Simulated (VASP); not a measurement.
# SnO in VASP: how settings move the PBE single point

The PBE single point of SnO, database structure is repeated with altered inputs. Which of them can be trusted?

The runs shown are made with VASP 6.6.1. PAW datasets, plane waves. Spin-unpolarised throughout; all numbers are computed.

## 1. The structure to begin with

The cell comes from an earlier relaxation with r2SCAN+rVV10 in another program, then strained, with the atoms relaxed again.

It is tetragonal, P4/nmm (No. 129); conventional cell a = 3.793 Å, c = 4.758 Å, 17.11 Å³ an atom. Around Sn lie 4 O at 2.22 Å; around O lie 4 Sn at 2.22 Å.

The structure in full:

```cif
data_structure
_symmetry_space_group_name_H-M 'P 1'
_symmetry_Int_Tables_number 1
_cell_length_a 3.7926
_cell_length_b 3.7926
_cell_length_c 4.7584
_cell_angle_alpha 90.000
_cell_angle_beta 90.000
_cell_angle_gamma 90.000
_cell_volume 68.44
loop_
_atom_site_label
_atom_site_type_symbol
_atom_site_fract_x
_atom_site_fract_y
_atom_site_fract_z
_atom_site_occupancy
Sn1 Sn 0.00000 0.50000 0.24103 1
Sn2 Sn 0.50000 0.00000 0.75897 1
O1 O 0.50000 0.50000 0.00000 1
O2 O 0.00000 0.00000 0.00000 1
```

## 2. Baseline

INCAR

```
ENCUT = 520.000000
SIGMA = 0.020000
EDIFF = 1.00e-07
GGA = PE
PREC = Accurate
IBRION = -1
ISIF = 2
ISMEAR = -1
NBANDS = 28
NELM = 120
NSW = 0
LASPH = .TRUE.
LCHARG = .TRUE.
LELF = .TRUE.
LWAVE = .FALSE.
LREAL = .FALSE.
```

KPOINTS

```
KPOINTS created by Atomic Simulation Environment
0
Gamma
6 6 6
0 0 0
```

POSCAR

```
Sn O
 1.0000000000000000
     3.7925880616946528    0.0000000000000000    0.0000000000000000
     0.0000000000000000    3.7925880616946528    0.0000000000000000
     0.0000000000000000    0.0000000000000000    4.7583872278309158
 Sn  O
   2   2
Cartesian
  0.0000000000000000  1.8962940308473264  1.1469289350624805
  1.8962940308473264  0.0000000000000000  3.6114582927684351
  1.8962940308473264  1.8962940308473264  0.0000000000000000
  0.0000000000000000  0.0000000000000000 -0.0000000000000000
```

A file KPOINTS_OPT adds named points for the levels; it doesn't enter the self-consistent loop.

Potentials: the recommended PBE PAW datasets, 40 valence electrons.

On the command line:

```bash
> mpirun -np 1 vasp_std
```

## 3. Altered input 1

INCAR, as its differences from that of step 2:

```diff
@@ -9,8 +9,7 @@
 NBANDS = 28
-NELM = 120
 NSW = 0
 LASPH = .TRUE.
-LCHARG = .TRUE.
-LELF = .TRUE.
+LCHARG = .FALSE.
 LWAVE = .FALSE.
 LREAL = .FALSE.
+NELM = 70
```

KPOINTS

```
KPOINTS created by Atomic Simulation Environment
0
Monkhorst-Pack
6 6 6
0 0 0
```

POSCAR is that of step 2.

## 4. Altered input 2

INCAR, as its differences from that of step 2:

```diff
@@ -12,5 +12,7 @@
 LASPH = .TRUE.
-LCHARG = .TRUE.
-LELF = .TRUE.
+LCHARG = .FALSE.
 LWAVE = .FALSE.
 LREAL = .FALSE.
+IMIX = 1
+AMIX = 0.4
+LMAXMIX = 4
```

KPOINTS is that of step 2.

POSCAR is that of step 2.

## 5. Altered input 3

INCAR

```
ENCUT = 520.000000
SIGMA = 0.020000
EDIFF = 1.00e-07
PREC = Accurate
IBRION = -1
ISIF = 2
ISMEAR = -1
NBANDS = 28
NSW = 0
LASPH = .TRUE.
LCHARG = .FALSE.
LWAVE = .FALSE.
LREAL = .FALSE.
METAGGA = TPSS
NELM = 78
```

KPOINTS is that of step 2.

POSCAR is that of step 2.

## 6. Altered input 4

INCAR, as its differences from that of step 2:

```diff
@@ -9,8 +9,7 @@
 NBANDS = 28
-NELM = 120
 NSW = 0
 LASPH = .TRUE.
-LCHARG = .TRUE.
-LELF = .TRUE.
+LCHARG = .FALSE.
 LWAVE = .FALSE.
 LREAL = .FALSE.
+NELM = 4
```

KPOINTS is that of step 2.

POSCAR is that of step 2.

What does the calculation give? Wanted: for each run, changed; ending; energy change; pressure; electronic steps; usable.

**Answer**, as computed:

| run | changed | ending | energy change (meV/atom) | pressure (GPa) | gap on the mesh (eV; negative: overlap) | electronic steps | time | usable |
| --- | --- | --- | --- | --- | --- | --- | --- | --- |
| ref. | – | converged | 0 | 5.6 | -0.06 | 15 | 73 s | yes |
| 1 | NELM = 70, shifted mesh | converged | 0.1 | 5.7 | 0.39 | 17 | 37 s | yes |
| 2 | IMIX = 1, AMIX = 0.4, LMAXMIX = 4 | converged | 0.0 | 5.6 | -0.06 | 24 | 92 s | yes |
| 3 | METAGGA = TPSS, NELM = 78 | converged | – | 3.5 | -0.06 | 20 | 4.4 min | yes |
| 4 | NELM = 4 | not converged | – | – | – | 4 | 19 s | no |

What this shows: Of 4 altered inputs, 1 gave no result, 3 gave usable results. Among the usable ones with comparable energies, «NELM = 70, shifted mesh» moves the energy most, by 0.1 meV/atom.
